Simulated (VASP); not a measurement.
# Rb$_{2}$ICl (strained ordered alloy on rocksalt lattice), PBE single-point calculation: Ansatz's output and VASP's

```cif
data_structure
_symmetry_space_group_name_H-M 'P 1'
_symmetry_Int_Tables_number 1
_cell_length_a 8.8438
_cell_length_b 8.8438
_cell_length_c 8.8438
_cell_angle_alpha 32.360
_cell_angle_beta 32.360
_cell_angle_gamma 32.360
_cell_volume 176.17
loop_
_atom_site_label
_atom_site_type_symbol
_atom_site_fract_x
_atom_site_fract_y
_atom_site_fract_z
_atom_site_occupancy
Cl1 Cl 0.00000 0.00000 0.00000 1
I1 I 0.50000 0.50000 0.50000 1
Rb1 Rb 0.25924 0.25924 0.25924 1
Rb2 Rb 0.74076 0.74076 0.74076 1
```

Ansatz printed

```
SCF 1 converged in 6 iterations: F = -15133.995846 eV  dr2 = 2.49e-8
  greatest PAW one-centre occupation: 0.999 electrons in one spin orbital (limit 2), on the I atom at site 1 (counted from 0), in its partial waves of l = 2
NSCF: frozen V_eff on 8 k-points
SCF converged after 6 iterations
Free energy (F): -15133.995846 eV
Harris-Foulkes:  -15133.995846 eV  (|F-HF|=3.94e-8)
Internal energy: -15133.995846 eV  (E = F + TS)
E sigma→0 (E₀):  -15133.995846 eV
Fermi energy:    3.821027 eV
--- Per-component energies (eV) ---
  E_band       = -615.698020
  E_kinetic    = 735.848534
  E_local      = -3825.357486  (includes V_loc(G=0)·N_el)
  E_nonlocal   = 284.507445
  E_hartree    = 1602.180119
  E_xc         = -497.637482
  E_vxc        = -526.018466  (∫ρ·V_xc dr)
  E_paw        = -10712.490708  (= ΣΔE_a)
  E_vpaw       = -489.042000  (= ΣTr[D̂ρ^β])
  E_aug_tail   = 0.000073  (compensation charges beyond the density's cutoff)
  E_ewald      = -2721.046341
  E_smearing   = -0.000000  (= −TS)
  E_closure    = -0.000000  (closes the sum)
  Σ components = -15133.995846   (vs F -15133.995846, Δ=0.00e0)
--- Forces (eV/Å), atoms counted from 1 ---
  atom   1  Cl    -0.00000000     0.00000000     0.00000000
  atom   2  I     -0.00000000     0.00000000    -0.00000000
  atom   3  Rb     0.00000000    -0.00000000    -0.01706313
  atom   4  Rb    -0.00000000     0.00000000     0.01706313
  max |Σ_I F_I| component: 3.47e-18 eV/Å
--- Stress (GPa, compression-positive) ---
        0.186862       0.000000      -0.000000
        0.000000       0.186862      -0.000000
       -0.000000      -0.000000      -0.046287
  P = ⅓ Tr σ = 0.1091 GPa (1.091 kbar)
--- Band table (eV; the first three rows and the last of 32) ---
  k-point 0: bands = ["-40.7182", "-40.7154", "-40.7154", "-40.7001", "-40.7001", "-23.2941", "-23.2867", "-11.0967", "-8.5600", "-7.3691", "-7.3691", "-7.3596", "-7.3596", "-7.3582", "-7.2132", "0.3194", "0.6285", "0.6285", "1.4464", "1.9651", "1.9651", "5.6318", "7.7628", "8.5337", "8.5337", "8.5777"]
  k-point 1: bands = ["-40.7182", "-40.7154", "-40.7154", "-40.7001", "-40.7001", "-23.2925", "-23.2861", "-11.0945", "-8.5385", "-7.4083", "-7.3800", "-7.3629", "-7.3612", "-7.3510", "-7.2314", "0.4085", "0.5652", "0.6254", "1.4159", "1.6835", "1.9093", "6.1376", "7.9755", "8.2589", "8.5201", "8.7970"]
  k-point 2: bands = ["-40.7182", "-40.7154", "-40.7154", "-40.7001", "-40.7001", "-23.2890", "-23.2851", "-11.0904", "-8.4905", "-7.4662", "-7.3988", "-7.3795", "-7.3725", "-7.3654", "-7.2478", "0.4082", "0.5675", "0.6179", "1.2652", "1.4168", "1.8057", "7.1217", "7.6451", "7.9533", "8.9370", "9.0353"]
  k-point 31: bands = ["-40.7182", "-40.7154", "-40.7154", "-40.7001", "-40.7001", "-23.2931", "-23.2876", "-11.0966", "-8.5594", "-7.3792", "-7.3693", "-7.3693", "-7.3594", "-7.3594", "-7.1923", "0.4747", "0.6380", "0.6380", "1.1763", "1.9458", "1.9458", "6.7304", "6.8994", "7.7452", "8.7741", "9.1088"]
```

Datasets and cutoffs are each program's own. VASP's cell holds 32 valence electrons and Ansatz's 42. Ansatz's stress includes a Pulay correction; VASP's doesn't.

**Question.** What does VASP give for the same cell and level of theory?

**Answer.** gap between bands v and c 3.66 eV; least direct gap 3.66 eV; pressure 0.1 GPa; largest force 0.02 eV/Å.

From OUTCAR

```
k-points           NKPTS =     32   k-points in BZ     NKDIM =     32   number of bands    NBANDS=     24

   NELECT =      32.0000    total number of electrons

   dimension x,y,z NGX =    70 NGY =   70 NGZ =   70
   dimension x,y,z NGXF=   140 NGYF=  140 NGZF=  140

  energy-cutoff  :      520.00
  volume of cell :      176.17
      direct lattice vectors                 reciprocal lattice vectors
     2.464411238  1.422828492  8.373485139     0.202888216  0.117137566  0.039808195
    -2.464411238  1.422828492  8.373485139    -0.202888216  0.117137566  0.039808195
     0.000000000 -2.845656983  8.373485139     0.000000000 -0.234275132  0.039808195

 k-points in reciprocal lattice and weights: KPOINTS created by Atomic Simulation Env
   0.00000000  0.00000000  0.00000000       0.005
   0.16666667  0.00000000  0.00000000       0.028
   0.33333333 -0.00000000  0.00000000       0.028
   0.50000000  0.00000000  0.00000000       0.014
   0.16666667  0.16666667  0.00000000       0.028
   0.33333333  0.16666667  0.00000000       0.056
   0.50000000  0.16666667  0.00000000       0.056
  -0.33333333  0.16666667 -0.00000000       0.056
   ...

 E-fermi :  -0.3313

 k-point     1 :       0.0000    0.0000    0.0000
  band No.  band energies     occupation
      1     -26.0121      2.00000
      2     -26.0047      2.00000
      3     -13.8178      2.00000
      4     -11.2802      2.00000
      5     -10.0904      2.00000
      6     -10.0904      2.00000
      7     -10.0809      2.00000
      8     -10.0809      2.00000
      9     -10.0793      2.00000
     10      -9.9340      2.00000
     11      -2.4027      2.00000
     12      -2.0925      2.00000
     13      -2.0925      2.00000
     14      -1.2729      2.00000
     15      -0.7550      2.00000
     16      -0.7550      2.00000
     17       2.9095      0.00000
     18       5.0374      0.00000
     19       5.8118      0.00000
     20       5.8118      0.00000
     21       5.8619      0.00000
     22       5.9095      0.00000
     23       6.5331      0.00000
     24       6.5331      0.00000

 k-point     2 :       0.1667    0.0000    0.0000
  band No.  band energies     occupation
      1     -26.0105      2.00000
      2     -26.0041      2.00000
      3     -13.8156      2.00000
      4     -11.2586      2.00000
      5     -10.1296      2.00000
      6     -10.1013      2.00000
      7     -10.0843      2.00000
      8     -10.0824      2.00000
      9     -10.0723      2.00000
     10      -9.9522      2.00000
     11      -2.3135      2.00000
     12      -2.1560      2.00000
     13      -2.0956      2.00000
     14      -1.3037      2.00000
     15      -1.0372      2.00000
     16      -0.8110      2.00000
     17       3.4153      0.00000
     18       5.2508      0.00000
     19       5.5412      0.00000
     20       5.7961      0.00000
     21       6.0800      0.00000
     22       6.2147      0.00000
     23       6.7086      0.00000
     24       6.7756      0.00000

 k-point     3 :       0.3333   -0.0000    0.0000
  band No.  band energies     occupation
      1     -26.0071      2.00000
      2     -26.0032      2.00000
      3     -13.8114      2.00000
      4     -11.2105      2.00000
      5     -10.1875      2.00000
      6     -10.1201      2.00000
      7     -10.1007      2.00000
      8     -10.0939      2.00000
      9     -10.0866      2.00000
     10      -9.9687      2.00000
     11      -2.3133      2.00000
     12      -2.1545      2.00000
     13      -2.1033      2.00000
     14      -1.4562      2.00000
     15      -1.3031      2.00000
     16      -0.9148      2.00000
     17       4.3992      0.00000
     18       4.9215      0.00000
     19       5.2351      0.00000
     20       6.2134      0.00000
     21       6.3140      0.00000
     22       7.0574      0.00000
     23       7.0780      0.00000
     24       7.2204      0.00000

 k-point     4 :       0.5000    0.0000    0.0000
  band No.  band energies     occupation
      1     -26.0049      2.00000
      2     -26.0032      2.00000
      3     -13.8094      2.00000
      4     -11.1877      2.00000
      5     -10.1722      2.00000
      6     -10.1289      2.00000
      7     -10.1247      2.00000
      8     -10.1071      2.00000
      9     -10.0992      2.00000
     10      -9.9922      2.00000
     11      -2.3559      2.00000
     12      -2.1079      2.00000
     13      -2.0960      2.00000
     14      -1.6562      2.00000
     15      -1.2906      2.00000
     16      -0.9632      2.00000
     17       4.7734      0.00000
     18       4.9643      0.00000
     19       5.2184      0.00000
     20       5.9920      0.00000
     21       6.4948      0.00000
     22       7.2884      0.00000
     23       7.4310      0.00000
     24       7.5605      0.00000

 ...

  Total        0.2177214      0.2177214     -0.0373446      0.0000000     -0.0000000      0.0000000
  in kB        1.9801057      1.9801057     -0.3396371      0.0000000     -0.0000000      0.0000000
  external PRESSURE =       1.2068581 kB  Pullay stress =       0.0000000 kB

 POSITION                                       TOTAL-FORCE (eV/Angst)
 -----------------------------------------------------------------------------------
      0.00000      0.00000      0.00000        -0.000000      0.000000     -0.000000
      0.00000      0.00000     12.56023         0.000000     -0.000000     -0.000000
      0.00000      0.00000      6.51226        -0.000000     -0.000000     -0.016749
      0.00000      0.00000     18.60820        -0.000000      0.000000      0.016749
 -----------------------------------------------------------------------------------
    total drift:                               -0.000000     -0.000000     -0.000000

  FREE ENERGIE OF THE ION-ELECTRON SYSTEM (eV)
  ---------------------------------------------------
  free  energy   TOTEN  =       -12.0989827302 eV

  energy  without entropy=      -12.0989827302  energy(sigma->0) =      -12.09898273
```
